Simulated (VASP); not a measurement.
Data:

```
SnSe
1.0
    0.00000     3.38990     3.38990
    3.38990     0.00000     3.38990
    3.38990     3.38990     0.00000
Sn Se
1 1
Direct
  0.00000   0.00000   0.00000
  0.25000   0.25000   0.25000
```

Computed with PBE GGA, VASP's PBE PAW potentials (set 64) (plane waves; VASP 6.6.1). Run with 400 eV cut-off, 8×8×8 Γ-centred mesh, tetrahedra with Blöchl corrections, potentials Sn_d Se.

Unless said otherwise, spin-orbit coupling is left out, though it shifts the bands of the heavy elements here.

Task: Estimate the energy per atom (σ→0), band gap (on the k-mesh) with the smallest direct gap where there is one.

Result: 
```yaml
band gap (on the k-mesh): 0.05 eV
smallest direct gap (on the k-mesh): 0.68 eV
energy per atom (σ→0): -3.877 eV/atom
```

Only differences to runs with the same potentials and settings are physical.

The structure was generated: SnSe was put into the zinc blende type (F-43m), which need not be its known phase. It was relaxed first, which changed the volume by +46 %.
